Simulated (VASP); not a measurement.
All values below come from PBEsol GGA, VASP's PBE PAW potentials (set 64) (plane waves; VASP).

The input files of a VASP run:

File KPOINTS:
```
Automatic mesh
0
Gamma
18 18 18
0 0 0
```

File POSCAR:
```
Rh
1.0
  0.0000000000   1.8899003472   1.8899003472
  1.8899003472   0.0000000000   1.8899003472
  1.8899003472   1.8899003472   0.0000000000
Rh
1
direct
  0.0000000000   0.0000000000   0.0000000000
```

INCAR:
```
ALGO = Fast
EDIFF = 1E-5
EDIFFG = -0.03
ENCUT = 400
GGA = PS
IBRION = 2
ISIF = 2
ISMEAR = 1
LASPH = .TRUE.
LCHARG = .FALSE.
LMAXMIX = 4
LREAL = .FALSE.
LWAVE = .FALSE.
NELM = 100
NELMIN = 4
NSW = 20
PREC = Normal
SIGMA = 0.1
SYSTEM = Rh
```

POTCAR, in this order: Rh_pv (PBE.64 set). Program: vasp_std.

What VASP printed:

### OSZICAR
```
       N       E                     dE             d eps       ncg     rms          rms(c)
DAV:   1     0.933162591634E+02    0.93316E+02   -0.81277E+03  4344   0.120E+03
DAV:   2    -0.757927507004E+01   -0.10090E+03   -0.96656E+02  4445   0.343E+02
DAV:   3    -0.876398679903E+01   -0.11847E+01   -0.11805E+01  4983   0.425E+01
DAV:   4    -0.877086293098E+01   -0.68761E-02   -0.68756E-02  4693   0.332E+00
DAV:   5    -0.877096717429E+01   -0.10424E-03   -0.10424E-03  4844   0.378E-01    0.115E+01
RMM:   6    -0.816401229072E+01    0.60695E+00   -0.13552E+00  4290   0.138E+01    0.373E+00
RMM:   7    -0.814243263980E+01    0.21580E-01   -0.70756E-02  4290   0.292E+00    0.162E+00
RMM:   8    -0.813842384502E+01    0.40088E-02   -0.15898E-02  4290   0.172E+00    0.358E-01
RMM:   9    -0.813738228482E+01    0.10416E-02   -0.25739E-03  4290   0.650E-01    0.189E-02
RMM:  10    -0.813739669242E+01   -0.14408E-04   -0.21805E-04  4296   0.205E-01    0.183E-02
RMM:  11    -0.813739518404E+01    0.15084E-05   -0.47373E-05  3924   0.101E-01
   1 F= -.81373952E+01 E0= -.81373627E+01  d E =-.813740E+01
```

OUTCAR:
```
------------------------ aborting loop because EDIFF is reached ----------------------------------------
  FORCE on cell =-STRESS in cart. coord.  units (eV):
  Direction    XX          YY          ZZ          XY          YZ          ZX
  --------------------------------------------------------------------------------------
  Total       -0.1305337     -0.1305337     -0.1305337      0.0000000      0.0000000      0.0000000
  in kB      -15.4912539    -15.4912539    -15.4912539      0.0000000      0.0000000      0.0000000
  external PRESSURE =     -15.4912539 kB  Pullay stress =       0.0000000 kB
  volume of cell :       13.50
      direct lattice vectors                 reciprocal lattice vectors
     0.000000000  1.889900347  1.889900347    -0.264564214  0.264564214  0.264564214
     1.889900347  0.000000000  1.889900347     0.264564214 -0.264564214  0.264564214
     1.889900347  1.889900347  0.000000000     0.264564214  0.264564214 -0.264564214
 POSITION                                       TOTAL-FORCE (eV/Angst)
 -----------------------------------------------------------------------------------
      0.00000      0.00000      0.00000         0.000000     -0.000000     -0.000000
 -----------------------------------------------------------------------------------
    total drift:                               -0.000000     -0.000000     -0.000000
  FREE ENERGIE OF THE ION-ELECTRON SYSTEM (eV)
  ---------------------------------------------------
  free  energy   TOTEN  =        -8.1373951840 eV

  energy  without entropy=       -8.1372977217  energy(sigma->0) =       -8.13736270

 reached required accuracy - stopping structural energy minimisation
```
(Selected blocks of OUTCAR.)

The compound is Rh in the fcc structure. It was relaxed first.
